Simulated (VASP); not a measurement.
Energy against volume of SrO (rock salt). These are PBE0 hybrid, VASP's PBE PAW potentials (set 64) (plane waves; VASP 6.6.1) values and carry that method's errors. Run with 520 eV cut-off, 6×6×6 Γ-centred mesh, Gaussian smearing of 0.050 eV, potentials Sr_sv O.

```csv
V (Å³/atom),E (eV/atom)
16.038,-7.35247
16.567,-7.37147
17.096,-7.37888
17.625,-7.37643
```

Problem. Fit these four points and predict the energy of the run at 18.153 Å³/atom.

Solution. A cubic in V^(−2/3), the third-order Birch-Murnaghan form, passes through the four points with V0 = 17.22 Å³/atom and B0 = 93 GPa, and gives -7.3656 eV/atom there. The run gave -7.3657 eV/atom, -0.1 meV/atom from the fit; all five points give B0 = 93 GPa.

The compound is SrO in the rock salt structure. It was relaxed first. The cell's shape comes from a PBE relaxation.
